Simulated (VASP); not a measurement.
OSZICAR of a VASP run on GaAs (zinc blende):

**OSZICAR**
```
       N       E                     dE             d eps       ncg     rms          rms(c)
DAV:   1     0.705320398477E+02    0.70532E+02   -0.82138E+03   528   0.163E+03
DAV:   2    -0.426604009038E+01   -0.74798E+02   -0.71463E+02   560   0.279E+02
DAV:   3    -0.920834029890E+01   -0.49423E+01   -0.49165E+01   685   0.678E+01
DAV:   4    -0.928021239454E+01   -0.71872E-01   -0.71856E-01   572   0.908E+00
DAV:   5    -0.928158567732E+01   -0.13733E-02   -0.13732E-02   655   0.105E+00    0.296E+00
DAV:   6    -0.911381205741E+01    0.16777E+00   -0.27840E-01   804   0.113E+01    0.175E+00
DAV:   7    -0.908107361313E+01    0.32738E-01   -0.70278E-02   741   0.247E+00    0.540E-01
DAV:   8    -0.907921313592E+01    0.18605E-02   -0.99444E-03   605   0.139E+00    0.100E-01
DAV:   9    -0.907938244463E+01   -0.16931E-03   -0.79774E-04   651   0.395E-01    0.452E-02
DAV:  10    -0.907941074667E+01   -0.28302E-04   -0.56311E-05   723   0.824E-02    0.243E-02
DAV:  11    -0.907943195680E+01   -0.21210E-04   -0.26516E-05   585   0.576E-02    0.221E-03
DAV:  12    -0.907943199511E+01   -0.38315E-07   -0.80227E-07   435   0.154E-02
   1 F= -.90794320E+01 E0= -.90794320E+01  d E =-.907943E+01
       N       E                     dE             d eps       ncg     rms          rms(c)
DAV:   1    -0.908368484175E+01   -0.42529E-02   -0.55910E-02   675   0.485E+00    0.370E-01
DAV:   2    -0.908045136882E+01    0.32335E-02   -0.59458E-03   635   0.182E+00    0.169E-01
DAV:   3    -0.907963557578E+01    0.81579E-03   -0.10240E-03   685   0.658E-01    0.371E-02
DAV:   4    -0.907955896988E+01    0.76606E-04   -0.90706E-05   593   0.150E-01    0.125E-02
DAV:   5    -0.907954816695E+01    0.10803E-04   -0.61608E-06   582   0.370E-02    0.317E-03
DAV:   6    -0.907954782131E+01    0.34564E-06   -0.61867E-07   260   0.135E-02
   2 F= -.90795478E+01 E0= -.90795478E+01  d E =-.115826E-03
       N       E                     dE             d eps       ncg     rms          rms(c)
DAV:   1    -0.907990823006E+01   -0.36006E-03   -0.45360E-03   685   0.137E+00    0.106E-01
DAV:   2    -0.907964176857E+01    0.26646E-03   -0.49501E-04   645   0.534E-01    0.485E-02
DAV:   3    -0.907957603429E+01    0.65734E-04   -0.81464E-05   675   0.185E-01    0.108E-02
DAV:   4    -0.907957013577E+01    0.58985E-05   -0.72342E-06   565   0.413E-02    0.363E-03
DAV:   5    -0.907956941509E+01    0.72068E-06   -0.45034E-07   260   0.107E-02
   3 F= -.90795694E+01 E0= -.90795694E+01  d E =-.137420E-03
```

Q: Which electronic solver shows in the log?

A: It is blocked Davidson (ALGO = Normal, or the opening steps of other solvers). The INCAR had ALGO = Normal.

Q: Can the final energy be trusted as converged?

A: The calculation finished and met its thresholds. It stopped with EDIFF = 1E-6, NELM = 100, NSW = 60 and EDIFFG = -0.01 after 3 ionic steps (PBEsol GGA, plane waves, VASP's PBE PAW potentials (set 64)).

The compound is GaAs in the zinc blende structure. This run relaxes it. Symmetry was kept, so distortions that lower it aren't found.
